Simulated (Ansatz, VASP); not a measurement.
## Two plane-wave programs on NiMoIrPdW

```
Ni Mo Pd Ir W
1.0
     4.14670    0.00000    0.00000
    -2.07335    3.59115    0.00000
     0.00000    0.00000    5.41629
Ni Mo Pd Ir W
1 1 1 1 1
Direct
  0.99235 0.99523 0.02134
  0.67940 0.33548 0.45560
  0.33674 0.67045 0.75007
  0.33766 0.67554 0.25286
  0.66531 0.32805 0.99954
```

Change from the starting cell: atoms moved at random, drawn with an rms of 0.05 Å.

Alike in both runs: task single point; functional PBE; k mesh 7 × 7 × 5; occupations fermi-dirac, width 0.05 eV; collinear spin, ferromagnetic start.

```csv
,VASP,Ansatz
version,VASP 6.6.1,Ansatz 0.2.0
potentials or method,"VASP PAW PBE potentials, release 64 (Ni, Mo_sv, Pd, Ir, W_sv)",Ansatz PAW
plane-wave cutoff (eV),520,420
valence electrons in the cell,57,81
```

```csv
,VASP,Ansatz,Ansatz less VASP
gap on the k mesh at the Fermi level (eV),none,none,-
pressure (GPa),1.1,0.9,-0.26
largest component of the traceless stress (GPa),0.46,0.48,+0.013
rms of the force components (eV/Å),0.336,0.324,-0.0114
net moment per atom (μB),0.00,0.00,0.000
```

Atom by atom the forces differ by 0.018 eV/Å (rms over components). A gap of «none» marks a metal or a gap that the smearing closes. The two sets of potentials don't hold the same shells in valence.

Caveats: the starting moments weren't kept (Ansatz). The runs have no spin-orbit coupling, so splittings on Ir, W are missing.
